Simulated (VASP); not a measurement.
Here is a VASP 6.6.1 calculation.

INCAR

```
SYSTEM = KAl
ALGO = Normal
EDIFF = 1E-6
ENCUT = 520
GGA = 91
ISIF = 2
ISMEAR = -1
LASPH = .True.
LCHARG = .False.
LREAL = .False.
LWAVE = .False.
NELM = 100
PREC = Accurate
SIGMA = 0.05
```

File KPOINTS:

```
k-points
0
Gamma
  7 7 7
  0 0 0
```

POSCAR

```
KAl
1.0
    4.1269100000      0.0000000000      0.0000000000
    0.0000000000      4.1269100000      0.0000000000
    0.0000000000      0.0000000000      4.1269100000
K Al
1 1
Direct
    0.5000000000      0.5000000000      0.5000000000
    0.0000000000      0.0000000000      0.0000000000
```

File KPOINTS_OPT:

```
path GXMGRX,MR
15
line-mode
reciprocal
 0.0000000000  0.0000000000  0.0000000000  G
 0.0000000000  0.5000000000  0.0000000000  X

 0.0000000000  0.5000000000  0.0000000000  X
 0.5000000000  0.5000000000  0.0000000000  M

 0.5000000000  0.5000000000  0.0000000000  M
 0.0000000000  0.0000000000  0.0000000000  G

 0.0000000000  0.0000000000  0.0000000000  G
 0.5000000000  0.5000000000  0.5000000000  R

 0.5000000000  0.5000000000  0.5000000000  R
 0.0000000000  0.5000000000  0.0000000000  X

 0.5000000000  0.5000000000  0.0000000000  M
 0.5000000000  0.5000000000  0.5000000000  R
```

Potentials or basis: VASP PAW PBE potentials, release 64 (K_sv, Al).

Command:

```bash
$ cat potpaw_PBE.64/K_sv/POTCAR potpaw_PBE.64/Al/POTCAR > POTCAR
$ mpirun -np 1 vasp_std > vasp.out
```

(1) Estimate the pressure.

(2) What does it give for the band gap along the path?

Answers

(1) 0.0 GPa.

(2) none (metal or under the smearing width).

Caveat: the PAW data sets were made with another functional, which shifts forces and pressure a little.
